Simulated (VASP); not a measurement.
Input for VASP

### KPOINTS
```
Automatic mesh
0
Gamma
8 8 8
0 0 0
```

**INCAR**
```
! general
SYSTEM =CdI2
PREC   =Accurate
ENCUT  =150   ! plane-wave cut-off (eV)
LREAL  =Auto
LASPH  =.True.   ! aspherical one-centre terms

! electronic loop
EDIFF  =1E-03   ! SCF stop (eV)
NELM   =100   ! most electronic steps
ALGO   =Normal   ! blocked Davidson
LMAXMIX=4   ! l cut-off of mixed one-centre charges

! smearing
ISMEAR =0
SIGMA  =0.02   ! width (eV)

! functional
GGA    =PE

! ions
ISIF   =2

! output
LWAVE  =.False.
LCHARG =.False.
```

**POSCAR**
```
CdI2
1.0
  4.2250100000   0.0000000000   0.0000000000
 -2.1125050000   3.6589660000   0.0000000000
  0.0000000000   0.0000000000  35.8271980000
Cd I
5 10
direct
  0.6666670000   0.3333330000   0.8001500000
  0.3333330000   0.6666670000   0.1998500000
  0.0000000000   0.0000000000   0.4000600000
  0.0000000000   0.0000000000   0.5999400000
  0.0000000000   0.0000000000   0.0000000000
  0.6666670000   0.3333330000   0.9526800000
  0.3333330000   0.6666670000   0.0473200000
  0.6666670000   0.3333330000   0.1525600000
  0.3333330000   0.6666670000   0.8474400000
  0.3333330000   0.6666670000   0.4473100000
  0.6666670000   0.3333330000   0.5526900000
  0.6666670000   0.3333330000   0.3526800000
  0.3333330000   0.6666670000   0.6473200000
  0.0000000000   0.0000000000   0.7528000000
  0.0000000000   0.0000000000   0.2472000000
```

POTCAR, in this order: Cd I (PBE.64 set). Program: vasp_std.

Translate this PBE calculation to Quantum ESPRESSO's pw.x.

One equivalent input (not run):
```
&CONTROL
  calculation = 'scf'
  pseudo_dir = './pseudo'
  outdir = './out'
  tprnfor = .true.
  tstress = .true.
/
&SYSTEM
  ibrav = 0
  nat = 15
  ntyp = 2
  ecutwfc = 102
  occupations = 'smearing'
  smearing = 'gaussian'
  degauss = 0.00147
  input_dft = 'pbe'
/
&ELECTRONS
  conv_thr = 7.3e-05
  electron_maxstep = 100
/
ATOMIC_SPECIES
  Cd 112.414 Cd.upf
  I 126.904 I.upf
CELL_PARAMETERS angstrom
     4.2250100    0.0000000    0.0000000
    -2.1125050    3.6589660    0.0000000
     0.0000000    0.0000000   35.8271980
ATOMIC_POSITIONS crystal
  Cd   0.6666670  0.3333330  0.8001500
  Cd   0.3333330  0.6666670  0.1998500
  Cd   0.0000000  0.0000000  0.4000600
  Cd   0.0000000  0.0000000  0.5999400
  Cd   0.0000000  0.0000000  0.0000000
  I    0.6666670  0.3333330  0.9526800
  I    0.3333330  0.6666670  0.0473200
  I    0.6666670  0.3333330  0.1525600
  I    0.3333330  0.6666670  0.8474400
  I    0.3333330  0.6666670  0.4473100
  I    0.6666670  0.3333330  0.5526900
  I    0.6666670  0.3333330  0.3526800
  I    0.3333330  0.6666670  0.6473200
  I    0.0000000  0.0000000  0.7528000
  I    0.0000000  0.0000000  0.2472000
K_POINTS automatic
  8 8 8 0 0 0
```
What does not carry over: the potentials are each code's own (VASP's PAW set, PseudoDojo norm-conserving files in pw.x), so ENCUT and ecutwfc are chosen apart and not converted; conv_thr bounds pw.x's estimated SCF error, while EDIFF bounds the energy change between steps.

The structure comes from a computed database's CdI2 entry; how it stands against other phases isn't given here. The cell was not relaxed at this level. The run is one of a series of settings (EDIFF = 1E-03, ENCUT = 150, KPOINTS 8×8×8 Γ-centred mesh against the base run), some of them coarse on purpose.
